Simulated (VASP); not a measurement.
# BaMgVO3 (P1) in VASP: convergence with PREC

Aim: find how far PREC must go before the results for BaMgVO3 settle, at PBE. This setting moves, with any that are tied to it; all else stays.

Everything below comes from runs of VASP 6.6.1. Logs are shortened: lines on timing, memory, paths and dates and some standing lists are left out, and cuts for length are marked.

## 1. The cell of the first run

The typed cell holds 6 atoms: a = 4.019 Å, b = 4.019 Å, c = 5.668 Å, α = 105.58°, β = 105.58°, γ = 89.70°.

The cell comes from a database or a generator and needn't be the stable form of this composition.

The cell isn't the ideal one: atoms moved at random, drawn with an rms of 0.02 Å.

## 2. With PREC Low

File INCAR:

```
PREC     = Low            # precision mode
ENCUT    = 520            # plane-wave cutoff, eV
EDIFF    = 1E-6           # SCF threshold, eV
ISMEAR   = 0              # smearing method
SIGMA    = 0.02           # smearing width, eV
LREAL    = F              # projectors in reciprocal space
LASPH    = T              # aspherical terms in the spheres
NELM     = 120            # most SCF steps
ALGO     = Fast           # electronic algorithm
ISIF     = 2              # what is computed and relaxed
LWAVE    = F              # write WAVECAR
LCHARG   = F              # write CHGCAR
ISPIN    = 2              # spin polarisation
MAGMOM   = 0 2 0 0 0 0    # initial moments
LORBIT   = 11             # projections on sites
LMAXMIX  = 4              # l up to which the mixer works
GGA      = PE             # functional
NBANDS   = 34             # bands
```

File KPOINTS:

```
Automatic mesh
0
Gamma
  5 5 4
```

File POSCAR:

```
BaMgVO3
1.0
    2.8494084233     -2.8347155880      0.0000000000
    2.8494084233      2.8347155880      0.0000000000
   -2.1474970243      0.0000000000      5.2449154201
Ba V Mg O
1 1 1 3
Direct
    0.8795710000      0.8744160000      0.0464520000
    0.5798850000      0.5858360000      0.4229390000
    0.1871090000      0.1857540000      0.6548120000
    0.3373940000      0.3397800000      0.0302240000
    0.6385640000      0.1204890000      0.5370160000
    0.1179840000      0.6404880000      0.5381340000
```

Potentials or basis: VASP PAW PBE potentials, release 64 (Ba_sv, V_sv, Mg, O).

Started as:

```sh
$ cat potpaw_PBE.64/Ba_sv/POTCAR potpaw_PBE.64/V_sv/POTCAR potpaw_PBE.64/Mg/POTCAR potpaw_PBE.64/O/POTCAR > POTCAR
$ mpirun -np 1 vasp_std > vasp.out
```

OUTCAR:

```text
PREC = Low
   ENCUT = 520
   EDIFF = 1E-6
   ISMEAR = 0
   LREAL = F
   LASPH = T
   NELM = 120
   ISIF = 2
   ISPIN = 2
   LORBIT = 11
   GGA = PE

 Found     51 irreducible k-points:

 Following reciprocal coordinates:
            Coordinates               Weight
  0.000000  0.000000  0.000000      1.000000
  0.200000 -0.000000  0.000000      2.000000
  0.000000 -0.200000 -0.000000      2.000000
  0.400000 -0.000000  0.000000      2.000000
  0.000000 -0.400000 -0.000000      2.000000
  0.200000  0.200000  0.000000      2.000000
   k-points           NKPTS =     51   k-points in BZ     NKDIM =     51   number of bands    NBANDS=     34
   number of dos      NEDOS =    301   number of ions     NIONS =      6
   total plane-waves  NPLWV =  18432
   dimension x,y,z NGX =    24 NGY =   24 NGZ =   32
   dimension x,y,z NGXF=    24 NGYF=   24 NGZF=   36
   ions per type =               1   1   1   3
   NGX,Y,Z   is equivalent  to a cutoff of   9.93,  9.93,  9.39 a.u.
   NGXF,Y,Z  is equivalent  to a cutoff of   9.93,  9.93, 10.56 a.u.
 SYSTEM =  unknown system
   PREC   = low       normal or accurate (medium, high low for compatibility)
   ISTART =      0    job   : 0-new  1-cont  2-samecut
   ICHARG =      2    charge: 1-file 2-atom 10-const
   ISPIN  =      2    spin polarized calculation?
   LNONCOLLINEAR =      F non collinear calculations
   LSORBIT =      F    spin-orbit coupling
   LASPH  =      T    aspherical Exc in radial PAW
   ENCUT  =  520.0 eV  38.22 Ry    6.18 a.u.   7.47  7.47 10.54*2*pi/ulx,y,z
   NELM   =    120;   NELMIN=  2; NELMDL= -5     # of ELM steps
   EDIFF  = 0.1E-05   stopping-criterion for ELM
   LREAL  =      F    real-space projection
[... 7 lines left out ...]
   TEBEG  =    0.0;   TEEND  =   0.0 temperature during run
   PSTRESS=    0.0 pullay stress
   NELECT =      43.0000    total number of electrons
   NUPDOWN=      -1.0000    fix difference up-down
   EMIN   =  10.00;   EMAX   =-10.00  energy-range for DOS
   EFERMI =   0.00;   METHOD = LEGACY
   ISMEAR =     0;   SIGMA  =   0.02  broadening in eV -4-tet -1-fermi 0-gaus
   EFERMI_NEDOS =   21; number of points for ismear=-14 and -15
   IALGO  =     68    algorithm
   IMIX   =      4    mixing-type and parameters
     AMIX     =   0.40;   BMIX     =  1.00
     AMIX_MAG =   1.60;   BMIX_MAG =  1.00
  volume/ion in A,a.u.               =      14.12        95.30
  Fermi-wavevector in a.u.,A,eV,Ry     =   1.305830  2.467662 23.200558  1.705193
  Thomas-Fermi vector in A             =   2.436673
   LORBIT       =     11    0 simple, 1 ext, 2 COOP (PROOUT), +10 PAW based schemes
   GGA     = PE    functional components
   LHFCALC =     F    Hartree Fock is set to
   AEXX    =    0.0000 exact exchange contribution
   IVDW    =     0    specifies the selected vdW correction
   LEPSILON=     F    determine dielectric tensor
   LRPA    =     F    only Hartree local field effects (RPA)
 spin polarized calculation
 RMM-DIIS sequential band-by-band and
 Gauss-broadening in eV      SIGMA  =   0.02
  energy-cutoff  :      520.00
  volume of cell :       84.73
 maximum number of plane-waves:      2313
   NGX = 15   NGY = 15   NGZ = 21

 number of electron      43.0000444 magnetization       2.9998201

 Free energy of the ion-electron system (eV)
  ---------------------------------------------------
  ext. energy  EPLUGINS =         0.00000000
  ---------------------------------------------------
  free energy    TOTEN  =       -40.20369919 eV

  energy without entropy =      -40.20347700  energy(sigma->0) =      -40.20358809

 E-fermi :   6.1117     XC(G=0): -10.5261

 val. band max:        6.1067607051   @ k =  -0.4000   0.4000   0.0000
 cond. band min:       6.1171627619   @ k =  -0.4000   0.4000   0.5000
 fundamental gap:      0.0104020569
 Fermi energy:         6.1116912919

 spin component 1

 k-point     1 :       0.0000    0.0000    0.0000
  band No.  band energies     occupation
      1     -59.1730      1.00000
      2     -33.1612      1.00000
      3     -33.0479      1.00000
      4     -33.0210      1.00000
      5     -22.7587      1.00000
      6     -13.8662      1.00000
[... 25 lines left out ...]
     32      12.3014      0.00000
     33      13.5703      0.00000
[... 149 lines left out ...]
      3     -33.0537      1.00000
      4     -33.0251      1.00000
      5     -22.7111      1.00000
      6     -13.6580      1.00000
[... 25 lines left out ...]
     32      12.4980      0.00000
     33      13.9163      0.00000

 [... further k-points ...]

 spin component 2

 k-point     1 :       0.0000    0.0000    0.0000
  band No.  band energies     occupation
      1     -56.8168      1.00000
      2     -31.0006      1.00000
      3     -30.7262      1.00000
      4     -30.5093      1.00000
      5     -22.6955      1.00000
      6     -13.8081      1.00000
[... 25 lines left out ...]
     32      12.9494      0.00000
     33      14.0179      0.00000
[... 149 lines left out ...]
      3     -30.7341      1.00000
      4     -30.5128      1.00000
      5     -22.6485      1.00000
      6     -13.6020      1.00000
[... 25 lines left out ...]
     32      12.9920      0.00000
     33      14.5430      0.00000

 [... further k-points ...]

 [bands above 33 left out]

------------------------ aborting loop because EDIFF is reached ----------------------------------------

  FORCE on cell =-STRESS in cart. coord.  units (eV):
  Direction    XX          YY          ZZ          XY          YZ          ZX
  --------------------------------------------------------------------------------------
  -------------------------------------------------------------------------------------
  Total       -0.9484343     -1.4695053      0.9782767     -0.0133623      0.0150799     -1.2494462
  in kB      -17.9343303    -27.7874736     18.4986316     -0.2526724      0.2851511    -23.6262866
  external PRESSURE =      -9.0743907 kB  Pullay stress =       0.0000000 kB

 VOLUME and BASIS-vectors are now :
 -----------------------------------------------------------------------------
  energy-cutoff  :      520.00
  volume of cell :       84.73
      direct lattice vectors                 reciprocal lattice vectors
     2.849408423 -2.834715588  0.000000000     0.175475020 -0.176384538  0.071847123
     2.849408423  2.834715588  0.000000000     0.175475020  0.176384538  0.071847123
    -2.147497024  0.000000000  5.244915420     0.000000000  0.000000000  0.190660844

 POSITION                                       TOTAL-FORCE (eV/Angst)
 -----------------------------------------------------------------------------------
      4.89807     -0.01461      0.24364        -0.124896      0.041246      0.007855
      2.41335      0.01687      2.21828         0.088083     -0.129648      0.017457
     -0.34377     -0.00384      3.43443         0.159699      0.073966     -0.024282
      1.86464      0.00676      0.15852         0.114216     -0.015053      0.453795
      1.00961     -1.46860      2.81660        -0.111594     -0.004715     -0.216251
      1.00556      1.48115      2.82247        -0.125507      0.034204     -0.238574
 -----------------------------------------------------------------------------------
    total drift:                               -0.017758     -0.020952      0.003662

  FREE ENERGIE OF THE ION-ELECTRON SYSTEM (eV)
  ---------------------------------------------------
  free  energy   TOTEN  =       -40.2036991895 eV

  energy  without entropy=      -40.2034769981  energy(sigma->0) =      -40.20358809

 total charge

# of ion       s       p       d       tot
------------------------------------------
    1        2.009   5.601   0.371   7.981
    2        2.196   6.161   3.091  11.447
    3        0.154   0.172   0.075   0.400
    4        1.551   3.440   0.000   4.991
    5        1.551   3.464   0.000   5.015
    6        1.550   3.465   0.000   5.015
--------------------------------------------------
tot          9.011  22.302   3.536  34.849

 magnetization (x)

# of ion       s       p       d       tot
------------------------------------------
    1        0.007   0.005   0.110   0.122
    2        0.032   0.030   2.333   2.395
    3        0.003   0.001   0.002   0.005
    4        0.001   0.010   0.000   0.011
    5        0.002   0.002   0.000   0.004
    6        0.002   0.003   0.000   0.005
--------------------------------------------------
tot          0.047   0.051   2.444   2.542
```

OSZICAR:

```text
N       E                     dE             d eps       ncg     rms          rms(c)
DAV:   1     0.383461344455E+03    0.38346E+03   -0.22395E+04  7096   0.122E+03
DAV:   2    -0.218758992338E+02   -0.40534E+03   -0.38953E+03  8172   0.340E+02
DAV:   3    -0.468874919876E+02   -0.25012E+02   -0.24508E+02  8622   0.899E+01
[... 11 lines left out ...]
RMM:  15    -0.402036528333E+02   -0.14702E-03   -0.24098E-04  9994   0.845E-02    0.565E-02
RMM:  16    -0.402036811015E+02   -0.28268E-04   -0.13039E-04 10405   0.528E-02    0.300E-02
RMM:  17    -0.402036941754E+02   -0.13074E-04   -0.36031E-05 10740   0.281E-02    0.149E-02
RMM:  18    -0.402036982500E+02   -0.40746E-05   -0.14764E-05 10271   0.168E-02    0.742E-03
RMM:  19    -0.402036991895E+02   -0.93954E-06   -0.68019E-06  8478   0.880E-03
   1 F= -.40203699E+02 E0= -.40203588E+02  d E =-.222191E-03  mag=     3.0000
```

Wall time 3.9 min (1 thread of Intel Xeon Platinum 8259CL at 2.50GHz (Skylake/Cascade Lake), shared host); peak memory 0.3 GiB.

Results:

```
Free energy                                           : -40.2037 eV
Pressure                                              : -0.9 GPa
Largest force                                         : 0.468 eV/Å
Band gap on the k mesh                                : 0.01 eV, indirect (least direct gap 0.04 eV)
Net moment                                            : 3.00 μB per cell
Site moments                                          : Ba +0.12; V +2.40; Mg +0.01; O +0.01, +0.00 μB
Valence electrons inside the program's atomic spheres : Ba 7.98; V 11.45; Mg 0.40; O 4.99, 5.01
```

## 3. With PREC Medium

INCAR, as its differences from that of step 2:

```diff
@@ -1,2 +1,2 @@
-PREC     = Low            # precision mode
+PREC     = Medium         # precision mode
 ENCUT    = 520            # plane-wave cutoff, eV
```

KPOINTS is that of step 2.

POSCAR is that of step 2.

Potentials or basis: VASP PAW PBE potentials, release 64 (Ba_sv, V_sv, Mg, O).

Started as:

```sh
$ cat potpaw_PBE.64/Ba_sv/POTCAR potpaw_PBE.64/V_sv/POTCAR potpaw_PBE.64/Mg/POTCAR potpaw_PBE.64/O/POTCAR > POTCAR
$ mpirun -np 1 vasp_std > vasp.out
```

Wall time 3.8 min (1 thread of Intel Xeon Platinum 8259CL at 2.50GHz (Skylake/Cascade Lake), shared host); peak memory 0.31 GiB.

What came out:

```
Free energy                                           : -40.1969 eV
Pressure                                              : -0.9 GPa
Largest force                                         : 0.472 eV/Å
Band gap on the k mesh                                : 0.01 eV, indirect (least direct gap 0.04 eV)
Net moment                                            : 3.00 μB per cell
Site moments                                          : Ba +0.12; V +2.40; Mg +0.01; O +0.01, +0.00 μB
Valence electrons inside the program's atomic spheres : Ba 7.98; V 11.45; Mg 0.40; O 4.99, 5.01
```

## 4. With PREC Single

INCAR, as its differences from that of step 3:

```diff
@@ -1,2 +1,2 @@
-PREC     = Medium         # precision mode
+PREC     = Single         # precision mode
 ENCUT    = 520            # plane-wave cutoff, eV
```

KPOINTS is that of step 3.

POSCAR is that of step 3.

Started as:

```sh
$ cat potpaw_PBE.64/Ba_sv/POTCAR potpaw_PBE.64/V_sv/POTCAR potpaw_PBE.64/Mg/POTCAR potpaw_PBE.64/O/POTCAR > POTCAR
$ mpirun -np 1 vasp_std > vasp.out
```

Run time: 7.2 min. Hardware: 1 thread of Intel Xeon Platinum 8259CL at 2.50GHz (Skylake/Cascade Lake), shared host; peak memory 0.3 GiB.

Results:

* Free energy: -40.1985 eV
* Pressure: -0.9 GPa
* Largest force: 0.477 eV/Å
* Band gap on the k mesh: 0.01 eV, indirect (least direct gap 0.04 eV)
* Net moment: 3.00 μB per cell
* Site moments: Ba +0.12; V +2.40; Mg +0.01; O +0.01, +0.00 μB
* Valence electrons inside the program's atomic spheres: Ba 7.98; V 11.45; Mg 0.40; O 4.99, 5.01

## 5. With PREC Normal

INCAR, as its differences from that of step 4:

```diff
@@ -1,2 +1,2 @@
-PREC     = Single         # precision mode
+PREC     = Normal         # precision mode
 ENCUT    = 520            # plane-wave cutoff, eV
```

KPOINTS is that of step 4.

POSCAR is that of step 4.

Started as:

```sh
$ cat potpaw_PBE.64/Ba_sv/POTCAR potpaw_PBE.64/V_sv/POTCAR potpaw_PBE.64/Mg/POTCAR potpaw_PBE.64/O/POTCAR > POTCAR
$ mpirun -np 1 vasp_std > vasp.out
```

Run time: 4.4 min. Hardware: 1 thread of Intel Xeon Platinum 8259CL at 2.50GHz (Skylake/Cascade Lake), shared host; peak memory 0.33 GiB.

What came out:

```
Free energy                                           : -40.1962 eV
Pressure                                              : -0.9 GPa
Largest force                                         : 0.475 eV/Å
Band gap on the k mesh                                : 0.01 eV, indirect (least direct gap 0.04 eV)
Net moment                                            : 3.00 μB per cell
Site moments                                          : Ba +0.12; V +2.40; Mg +0.01; O +0.01, +0.00 μB
Valence electrons inside the program's atomic spheres : Ba 7.98; V 11.45; Mg 0.40; O 4.99, 5.01
```

## 6. With PREC High

INCAR, as its differences from that of step 5:

```diff
@@ -1,2 +1,2 @@
-PREC     = Normal         # precision mode
+PREC     = High           # precision mode
 ENCUT    = 520            # plane-wave cutoff, eV
```

KPOINTS is that of step 5.

POSCAR is that of step 5.

Potentials or basis: VASP PAW PBE potentials, release 64 (Ba_sv, V_sv, Mg, O).

Started as:

```sh
$ cat potpaw_PBE.64/Ba_sv/POTCAR potpaw_PBE.64/V_sv/POTCAR potpaw_PBE.64/Mg/POTCAR potpaw_PBE.64/O/POTCAR > POTCAR
$ mpirun -np 1 vasp_std > vasp.out
```

Wall time 6.9 min (1 thread of Intel Xeon Platinum 8259CL at 2.50GHz (Skylake/Cascade Lake), shared host); peak memory 0.34 GiB.

Results:

* Free energy: -40.1961 eV
* Pressure: -0.9 GPa
* Largest force: 0.477 eV/Å
* Band gap on the k mesh: 0.01 eV, indirect (least direct gap 0.04 eV)
* Net moment: 3.00 μB per cell
* Site moments: Ba +0.12; V +2.40; Mg +0.01; O +0.01, +0.00 μB
* Valence electrons inside the program's atomic spheres: Ba 7.98; V 11.45; Mg 0.40; O 4.99, 5.01

## 7. With PREC Accurate

INCAR, as its differences from that of step 6:

```diff
@@ -1,2 +1,2 @@
-PREC     = High           # precision mode
+PREC     = Accurate       # precision mode
 ENCUT    = 520            # plane-wave cutoff, eV
```

KPOINTS is that of step 6.

POSCAR is that of step 6.

Started as:

```sh
$ cat potpaw_PBE.64/Ba_sv/POTCAR potpaw_PBE.64/V_sv/POTCAR potpaw_PBE.64/Mg/POTCAR potpaw_PBE.64/O/POTCAR > POTCAR
$ mpirun -np 1 vasp_std > vasp.out
```

Run time: 7.3 min. Hardware: 1 thread of Intel Xeon Platinum 8259CL at 2.50GHz (Skylake/Cascade Lake), shared host; peak memory 0.38 GiB.

The run converged. Its results:

```yaml
Free_energy: -40.1960 eV
Pressure: -0.9 GPa
Largest_force: 0.476 eV/Å
Band_gap_on_the_k_mesh: 0.01 eV, indirect (least direct gap 0.04 eV)
Net_moment: 3.00 μB per cell
Site_moments: Ba +0.12; V +2.40; Mg +0.01; O +0.01, +0.00 μB
Valence_electrons_inside_the_program's_atomic_spheres: Ba 7.98; V 11.45; Mg 0.40; O 4.99, 5.01
```

## 8. Result

| PREC | energy less the tightest run, at zero smearing (meV/atom) | largest force (eV/Å) | SCF cycles | CPU time (s) | peak memory (GiB) |
| --- | --- | --- | --- | --- | --- |
| Low | -1.28 | 0.468 | 19 | 240 | 0.3 |
| Medium | -0.14 | 0.472 | 19 | 230 | 0.31 |
| Single | -0.40 | 0.477 | 19 | 430 | 0.3 |
| Normal | -0.02 | 0.475 | 19 | 260 | 0.33 |
| High | -0.02 | 0.477 | 19 | 410 | 0.34 |
| Accurate | 0.00 | 0.476 | 19 | 440 | 0.38 |

Against the tightest run, the energy stays within 1 meV/atom from Medium on; the largest force stays within 0.005 eV/Å from Medium on. The tightest run that finished is the yardstick and may itself not be fully converged.

Caveats: spin-orbit coupling is left out, which moves the levels of the heavy elements; an odd mesh through Γ misses points on the zone boundary, where band edges often lie.
